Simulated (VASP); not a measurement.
A VASP calculation is set up with these files.

POSCAR:
```
CdSe
1
    2.1930000000    -3.7983870000     0.0000000000
    2.1930000000     3.7983870000     0.0000000000
    0.0000000000     0.0000000000     7.1502000000
Cd Se
2 2
Direct
  0.6666670000   0.3333330000   0.5000000000
  0.3333330000   0.6666670000   0.0000000000
  0.6666670000   0.3333330000   0.8760000000
  0.3333330000   0.6666670000   0.3760000000
```

INCAR:
```
ISMEAR = 0   ! Gaussian
LMAXMIX = 4
SYSTEM = CdSe
LREAL = .FALSE.   ! projection in real space or not
EDIFF = 1E-3   ! SCF stop (eV)
NELM = 100
ALGO = Normal
LASPH = .TRUE.   ! aspherical one-centre terms
GGA = PE   ! PBE
ENCUT = 400   ! plane-wave cut-off (eV)
LWAVE = .FALSE.
LCHARG = .FALSE.
PREC = Accurate
SIGMA = 0.05   ! width (eV)
ISIF = 2   ! forces and stress, cell fixed
```

KPOINTS:
```
Automatic mesh
0
gamma
5 5 3
0 0 0
```

POTCAR, in this order: Cd Se (PBE.64 set). Program: vasp_std.

Q: Translate this PBE calculation to Ansatz.

A: One equivalent input (not run):
Ansatz 0.2 input:
```yaml
crystal:
  lattice:
    - [2.1930000, -3.7983870, 0.0000000]
    - [2.1930000, 3.7983870, 0.0000000]
    - [0.0000000, 0.0000000, 7.1502000]
  atoms:
    - { symbol: Cd, position: [0.6666670, 0.3333330, 0.5000000] }
    - { symbol: Cd, position: [0.3333330, 0.6666670, 0.0000000] }
    - { symbol: Se, position: [0.6666670, 0.3333330, 0.8760000] }
    - { symbol: Se, position: [0.3333330, 0.6666670, 0.3760000] }
kpoints:
  mp_grid: { grid: [5, 5, 3] }
hamiltonian:
  xc: pbe
  pseudopotentials: { kind: paw }
scf:
  occupations: { method: gaussian, width: 0.05 }
  max_iter: 100
output: { forces: true, stress: true, eigenvalues: true }
```
The two are equivalent in intent, not identical: each code has its own PAW files, so the cut-off isn't converted (ENCUT is set for VASP's; basis.ecutwfc is left out, and Ansatz then takes the one that its files recommend); Ansatz stops its SCF on the density residual and VASP on the energy change (EDIFF).

The compound is CdSe in the wurtzite structure. The cell was not relaxed at this level. The run is one of a series of settings (EDIFF = 1E-3 against the base run), some of them coarse on purpose.
